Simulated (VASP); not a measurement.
Set up this calculation in VASP 6.6.1, as the native input.

| Quantity | Value |
| --- | --- |
| Task | single point |
| Functional | LDA |
| Potentials or basis | VASP PAW LDA potentials, release 64 (F, H) |
| Cutoff | 520 eV |
| k mesh | 1 × 1 × 1 |
| Occupations | fermi-dirac, width 0.05 eV |
| Spin | no spin polarisation |
| Dipole correction | no |
| Further INCAR settings | ALGO = Normal; EDIFF = 1e-06; NBANDS = 56 |

The structure of HF lies in POSCAR:

```
HF
1.0
    6.9795320000      0.0000000000      0.0000000000
    0.0000000000      6.9795320000      0.0000000000
    0.0000000000      0.0000000000      6.9795320000
F H
10 10
Direct
    0.7650942785      0.3804266532      0.4353587031
    0.6432952811      0.8984843110      0.3308961117
   -0.0899057415      0.7120678005      0.5071113651
    0.0590440734      0.2155015551     -0.0390427324
    0.9470692304      0.1018549668      0.4468207897
    0.8980401551      0.4979273682      0.0883440322
    0.6547716953      0.8205134671      0.7601942365
    0.9563678482      0.9619842706      0.7408662930
    0.4973112810      0.3347215831      0.6404727423
    0.4047119492      1.0234353822      0.6880404016
    0.6372490305      0.3622449184      0.5254793588
    0.7208362968      0.8481084405      0.4304013507
   -0.1496518678      0.5906986314      0.4747309705
   -0.0039687475      0.1262405560     -0.1311835808
    0.8552149342      0.2174214546      0.4408605047
    0.9535596369      0.3894100636      0.0180527863
    0.7926605967      0.8574643687      0.7644065533
    0.9450776929      1.0235356755      0.5894951123
    0.4398575721      0.1990248057      0.6520924326
    0.5031426176      0.9241450573      0.7260945290
```

The cell was built by a generator and needn't be a form met in nature.

One way to write it, as run:

INCAR

```
SYSTEM = HF
  PREC = Accurate
  ENCUT = 520
  EDIFF = 1E-6
  ISMEAR = -1
  SIGMA = 0.05
  LREAL = .FALSE.
  LASPH = .TRUE.
  NELM = 80
  ALGO = Normal
  ISIF = 2
  LWAVE = .FALSE.
  LCHARG = .FALSE.
  NBANDS = 56
```

KPOINTS

```
Automatic mesh
0
G
  1 1 1
  0 0 0
```

Potentials or basis: VASP PAW LDA potentials, release 64 (F, H).

Run with:

```bash
$ cat potpaw_LDA.64/F/POTCAR potpaw_LDA.64/H/POTCAR > POTCAR
$ mpirun -np 1 vasp_gam > vasp.out
```

It gave:

```
Pressure               : -0.1 GPa
Largest force          : 1.190 eV/Å
Band gap on the k mesh : 6.09 eV, direct
```

It took 28 s on 1 thread of Intel(R) Xeon(R) Platinum 8259CL CPU @ 2.50GHz (Skylake/Cascade Lake), with other jobs on the host, peak memory 0.28 GiB.
